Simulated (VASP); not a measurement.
Calculation: optB88-vdW, VASP's PBE PAW potentials (set 64) (plane waves; VASP).

Input for VASP

### POSCAR
```
GdN
1.0
  0.0000000000   2.4855381237   2.4855381237
  2.4855381237   0.0000000000   2.4855381237
  2.4855381237   2.4855381237   0.0000000000
Gd N
1 1
Cartesian
  0.0000000000   0.0000000000   0.0000000000
  2.4855381237   2.4855381237   2.4855381237
```

KPOINTS:
```
Automatic mesh
0
Gamma
 11 11 11
```

**INCAR**
```
# general
SYSTEM    =  GdN
PREC      =  Accurate
ENCUT     =  520
LREAL     =  .False.
LASPH     =  .True.

# electronic loop
EDIFF     =  1E-6   # SCF stop (eV)
NELM      =  100
ALGO      =  Normal   # blocked Davidson
LMAXMIX   =  6   # l cut-off of mixed one-centre charges

# smearing
ISMEAR    =  1
SIGMA     =  0.1   # width (eV)

# functional
GGA       =  BO
LUSE_VDW  =  .True.
AGGAC     =  0.0
PARAM1    =  0.1833333333
PARAM2    =  0.22

# ions
IBRION    =  2   # conjugate gradients
NSW       =  60
ISIF      =  3   # ions, shape and volume
EDIFFG    =  -0.01   # ionic stop

# output
LWAVE     =  .False.
LCHARG    =  .False.
```

POTCAR, in this order: Gd_3 N (PBE.64 set). Program: vasp_std.

What VASP printed:

**OSZICAR**
```
       N       E                     dE             d eps       ncg     rms          rms(c)
DAV:   1     0.484817465409E+02    0.48482E+02   -0.69055E+03  1232   0.118E+03
DAV:   2    -0.123114922394E+02   -0.60793E+02   -0.56949E+02  1599   0.236E+02
DAV:   3    -0.150883844758E+02   -0.27769E+01   -0.27116E+01  1630   0.421E+01
DAV:   4    -0.151235986826E+02   -0.35214E-01   -0.35142E-01  1635   0.441E+00
DAV:   5    -0.151240173744E+02   -0.41869E-03   -0.41858E-03  1682   0.382E-01    0.266E+01
DAV:   6    -0.126916924587E+02    0.24323E+01   -0.22320E+01  1448   0.283E+01    0.251E+01
DAV:   7    -0.124786400877E+02    0.21305E+00   -0.17182E+00  1422   0.850E+00    0.174E+01
DAV:   8    -0.124838090244E+02   -0.51689E-02   -0.16968E-01  1362   0.417E+00    0.655E+00
DAV:   9    -0.124764227034E+02    0.73863E-02   -0.23371E-02  1497   0.123E+00    0.388E-01
DAV:  10    -0.124767728326E+02   -0.35013E-03   -0.80888E-04  1622   0.239E-01    0.419E-01
DAV:  11    -0.124767572050E+02    0.15628E-04   -0.20878E-04  1547   0.991E-02    0.335E-02
DAV:  12    -0.124767587478E+02   -0.15428E-05   -0.80058E-06  1534   0.243E-02    0.260E-02
DAV:  13    -0.124767589689E+02   -0.22111E-06   -0.32364E-06  1457   0.134E-02
   1 F= -.12476759E+02 E0= -.12476741E+02  d E =-.124768E+02
```

File OUTCAR:
```
------------------------ aborting loop because EDIFF is reached ----------------------------------------
  FORCE on cell =-STRESS in cart. coord.  units (eV):
  Direction    XX          YY          ZZ          XY          YZ          ZX
  --------------------------------------------------------------------------------------
  Total       -0.0060994     -0.0060994     -0.0060994      0.0000000      0.0000000     -0.0000000
  in kB       -0.3182071     -0.3182071     -0.3182071      0.0000000      0.0000000     -0.0000000
  external PRESSURE =      -0.3182071 kB  Pullay stress =       0.0000000 kB
  volume of cell :       30.71
      direct lattice vectors                 reciprocal lattice vectors
     0.000000000  2.485538124  2.485538124    -0.201163682  0.201163682  0.201163682
     2.485538124  0.000000000  2.485538124     0.201163682 -0.201163682  0.201163682
     2.485538124  2.485538124  0.000000000     0.201163682  0.201163682 -0.201163682
 POSITION                                       TOTAL-FORCE (eV/Angst)
 -----------------------------------------------------------------------------------
      0.00000      0.00000      0.00000         0.000000      0.000000      0.000000
      2.48554      2.48554      2.48554        -0.000000     -0.000000     -0.000000
 -----------------------------------------------------------------------------------
    total drift:                                0.000000      0.000000      0.000000
  FREE ENERGIE OF THE ION-ELECTRON SYSTEM (eV)
  ---------------------------------------------------
  free  energy   TOTEN  =       -12.4767589689 eV

  energy  without entropy=      -12.4767042876  energy(sigma->0) =      -12.47674074

 reached required accuracy - stopping structural energy minimisation
```
(Selected blocks of OUTCAR.)

The 4f electrons are frozen in the core of the lanthanide potential, so 4f levels, which can set the real gap, and their magnetism are missing.

The compound is GdN in the rock salt structure. It was relaxed first. The start is the result of an earlier pass.
